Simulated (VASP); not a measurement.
Output of a VASP run:

OUTCAR:
```
 ion  position               nearest neighbor table
   1  0.000  0.000  0.000-
  LATTYP: Found a body centered cubic cell.
 ALAT       =     4.1856369580
 Subroutine PRICEL returns:
 Original cell was already a primitive cell.
 Subroutine GETGRP returns: Found 48 space group operations
The static configuration has the point symmetry O_h .
The dynamic configuration has the point symmetry O_h .
 Subroutine INISYM returns: Found 48 space group operations
 Subroutine IBZKPT returns following result:
 Found     56 irreducible k-points:

 Following reciprocal coordinates:
            Coordinates               Weight
  0.000000  0.000000  0.000000      1.000000
  0.090909  0.000000  0.000000     12.000000
  0.181818  0.000000  0.000000     12.000000
  0.272727  0.000000  0.000000     12.000000
  0.363636  0.000000  0.000000     12.000000
  0.454545  0.000000  0.000000     12.000000
  0.090909  0.090909  0.000000     24.000000
  0.181818  0.090909  0.000000     48.000000
  0.272727  0.090909  0.000000     48.000000
  0.363636  0.090909  0.000000     48.000000
  0.454545  0.090909  0.000000     24.000000
  0.181818  0.181818  0.000000     24.000000
  0.272727  0.181818 -0.000000     48.000000
  0.363636  0.181818  0.000000     48.000000
  0.272727  0.272727  0.000000     24.000000
  0.363636  0.272727  0.000000     24.000000
  0.090909  0.090909  0.090909      8.000000
  0.181818  0.090909  0.090909     24.000000
  0.272727  0.090909  0.090909     24.000000
  0.363636  0.090909  0.090909     24.000000
 -0.090909  0.090909  0.090909      6.000000
  0.181818  0.181818  0.090909     24.000000
  0.272727  0.181818  0.090909     48.000000
  0.363636  0.181818  0.090909     24.000000
 -0.181818  0.181818  0.090909     24.000000
  0.272727  0.272727  0.090909     24.000000
 -0.272727  0.272727  0.090909     24.000000
 -0.181818  0.272727  0.090909     24.000000
 -0.363636  0.363636  0.090909     24.000000
 -0.272727  0.363636  0.090909     48.000000
 -0.454545  0.454545  0.090909     24.000000
 -0.363636  0.454545  0.090909     48.000000
 -0.272727  0.454545  0.090909     24.000000
 -0.454545 -0.454545  0.090909     24.000000
 -0.363636 -0.454545  0.090909     48.000000
 -0.363636 -0.363636  0.090909      8.000000
  0.181818  0.181818  0.181818      8.000000
  0.272727  0.181818  0.181818     24.000000
 -0.181818  0.181818  0.181818      6.000000
  0.272727  0.272727  0.181818      8.000000
   k-points           NKPTS =     56   k-points in BZ     NKDIM =     56   number of bands    NBANDS=      7
   number of dos      NEDOS =    301   number of ions     NIONS =      1
   total plane-waves  NPLWV =  21952
   dimension x,y,z NGX =    28 NGY =   28 NGZ =   28
   dimension x,y,z NGXF=    56 NGYF=   56 NGZF=   56
   ions per type =               1
   PREC   = accura    normal or accurate (medium, high low for compatibility)
   ISTART =      0    job   : 0-new  1-cont  2-samecut
   ICHARG =      2    charge: 1-file 2-atom 10-const
   ISPIN  =      1    spin polarized calculation?
   LNONCOLLINEAR =      F non collinear calculations
   LSORBIT =      F    spin-orbit coupling
   INIWAV =      1    electr: 0-lowe 1-rand  2-diag
   ENCUT  =  520.0 eV  38.22 Ry    6.18 a.u.   6.74  6.74  6.74*2*pi/ulx,y,z
   NELM   =    100;   NELMIN=  2; NELMDL= -5     # of ELM steps
   EDIFF  = 0.1E-05   stopping-criterion for ELM
   LREAL  =      F    real-space projection
   NLSPLINE    = F    spline interpolate recip. space projectors
   LMAXMIX     =    2 max onsite mixed and CHGCAR
   VOSKOWN=      0    Vosko Wilk Nusair interpolation
   EDIFFG = -.1E-01   stopping-criterion for IOM
   NSW    =     60    number of steps for IOM
   NBLOCK =      1;   KBLOCK =     60    inner block; outer block
   IBRION =      2    ionic relax: 0-MD 1-quasi-New 2-CG
   NFREE  =      1    steps in history (QN), initial steepest desc. (CG)
...
```

### OSZICAR
```
       N       E                     dE             d eps       ncg     rms          rms(c)
DAV:   1     0.201317939983E+02    0.20132E+02   -0.39291E+03   791   0.857E+02
DAV:   2    -0.903558044727E+00   -0.21035E+02   -0.21029E+02   833   0.138E+02
DAV:   3    -0.131158653278E+01   -0.40803E+00   -0.40803E+00  1043   0.276E+01
DAV:   4    -0.131453346572E+01   -0.29469E-02   -0.29469E-02   959   0.205E+00
DAV:   5    -0.131456569424E+01   -0.32229E-04   -0.32229E-04  1050   0.194E-01    0.206E-01
DAV:   6    -0.131414976638E+01    0.41593E-03   -0.55077E-04   931   0.375E-01    0.138E-01
DAV:   7    -0.131386256435E+01    0.28720E-03   -0.11117E-03   889   0.449E-01    0.160E-02
DAV:   8    -0.131385565785E+01    0.69065E-05   -0.47095E-05   938   0.155E-01    0.219E-03
DAV:   9    -0.131385584977E+01   -0.19191E-06   -0.20170E-07   490   0.700E-03
   1 F= -.13277971E+01 E0= -.13276779E+01  d E =-.132780E+01
```

**OUTCAR**
```
------------------------ aborting loop because EDIFF is reached ----------------------------------------
  Edisp (eV):   -0.01394
  FORCE on cell =-STRESS in cart. coord.  units (eV):
  Direction    XX          YY          ZZ          XY          YZ          ZX
  --------------------------------------------------------------------------------------
  Total      -0.00740    -0.00740    -0.00740     0.00000    -0.00000     0.00000
  in kB      -0.32339    -0.32339    -0.32339     0.00000    -0.00000     0.00000
  external pressure =       -0.32 kB  Pullay stress =        0.00 kB
  volume of cell :       36.67
      direct lattice vectors                 reciprocal lattice vectors
    -2.092818479  2.092818479  2.092818479     0.000000000  0.238912264  0.238912264
     2.092818479 -2.092818479  2.092818479     0.238912264  0.000000000  0.238912264
     2.092818479  2.092818479 -2.092818479     0.238912264  0.238912264  0.000000000
 POSITION                                       TOTAL-FORCE (eV/Angst)
 -----------------------------------------------------------------------------------
      0.00000      0.00000      0.00000        -0.000000     -0.000000     -0.000000
 -----------------------------------------------------------------------------------
    total drift:                                0.000000     -0.000000      0.000000
  FREE ENERGIE OF THE ION-ELECTRON SYSTEM (eV)
  ---------------------------------------------------
  free  energy   TOTEN  =        -1.3277970743 eV

  energy  without entropy=       -1.3274395692  energy(sigma->0) =       -1.32767791

 reached required accuracy - stopping structural energy minimisation
```
(Selected blocks of OUTCAR.)

**POSCAR**
```
Na
1
   -2.0928184790     2.0928184790     2.0928184790
    2.0928184790    -2.0928184790     2.0928184790
    2.0928184790     2.0928184790    -2.0928184790
Na
1
Direct
  0.0000000000   0.0000000000   0.0000000000
```

**Question.** Reconstruct the remaining input files.

**Answer.** One answer among several that fit: the input of the run itself, PBE GGA with D4 dispersion, plane waves, VASP's PBE PAW potentials (set 64).

KPOINTS:
```
Automatic mesh
0
Gamma
11 11 11
0 0 0
```

**INCAR**
```
ALGO = Normal
EDIFF = 1E-6
EDIFFG = -0.01
ENCUT = 520
GGA = PE
IBRION = 2
ISIF = 3
ISMEAR = 1
IVDW = 13
LASPH = .TRUE.
LCHARG = .FALSE.
LREAL = .FALSE.
LWAVE = .FALSE.
NELM = 100
NSW = 60
PREC = Accurate
SIGMA = 0.1
SYSTEM = Na
```

POTCAR, in this order: Na_pv (PBE.64 set). Program: vasp_std.

The compound is Na in the bcc structure. It was relaxed first, which changed the volume by -5 %. The start is the result of an earlier pass.
